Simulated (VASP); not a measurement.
A convergence study with VASP on FePt (space group no. 123 when undisturbed): a few settings are varied, all else stays as given below, so the limit is that of these other settings. One atom is moved off its site, so that forces are finite.

```
FePt
1.0
    2.73360     0.00000     0.00000
    0.00000     2.73360     0.00000
    0.00000     0.00000     3.72855
Fe Pt
1 1
Direct
  0.00000   0.00000   0.01341
  0.50000   0.50000   0.50000
```
Starting moments (μB, in the order of the record's atoms Fe Pt): 3.0 0.0.

Computed with PBE GGA, VASP's PBE PAW potentials (set 64) (plane waves; VASP). The last row used: 300 eV cut-off, 20×20×15 Γ-centred mesh, Gaussian smearing of 0.010 eV, potentials Fe Pt.

| setting | E (eV/atom) | pressure (GPa) | largest force (eV/Å) | moment (μB) | irreducible k-points |
|---|---|---|---|---|---|
| SIGMA = 1.0 | -7.3547 | 1.12 | 0.381 | 2.805 | 528 |
| SIGMA = 0.5 | ___ | ___ | ___ | ___ | 528 |
| SIGMA = 0.3 | ___ | ___ | ___ | 3.305 | 528 |
| SIGMA = 0.2 | -7.4033 | 0.68 | 0.419 | 3.305 | 528 |
| SIGMA = 0.1 | -7.4034 | 0.57 | 0.423 | 3.299 | 528 |
| SIGMA = 0.05 | -7.4034 | 0.50 | 0.424 | 3.292 | 528 |
| SIGMA = 0.02 | -7.4034 | 0.58 | 0.423 | 3.286 | 528 |
| SIGMA = 0.01 | -7.4034 | 0.58 | 0.423 | 3.286 | 528 |

Q: Fill in the missing entries.

A: 
- SIGMA = 0.5, E (eV/atom): -7.3970
- SIGMA = 0.5, pressure (GPa): 1.17
- SIGMA = 0.5, largest force (eV/Å): 0.401
- SIGMA = 0.5, moment (μB): 3.261
- SIGMA = 0.3, E (eV/atom): -7.4029
- SIGMA = 0.3, pressure (GPa): 0.96
- SIGMA = 0.3, largest force (eV/Å): 0.413

Left out are rungs that failed or repeat a setting and relaxations that didn't move; long series are thinned to 24 rows.

The structure is a typed FePt crystal (space group no. 123). The cell was not relaxed at this level, it is distorted from the ideal structure. The spin order is the one that the start imposed; others were not tried in this run.
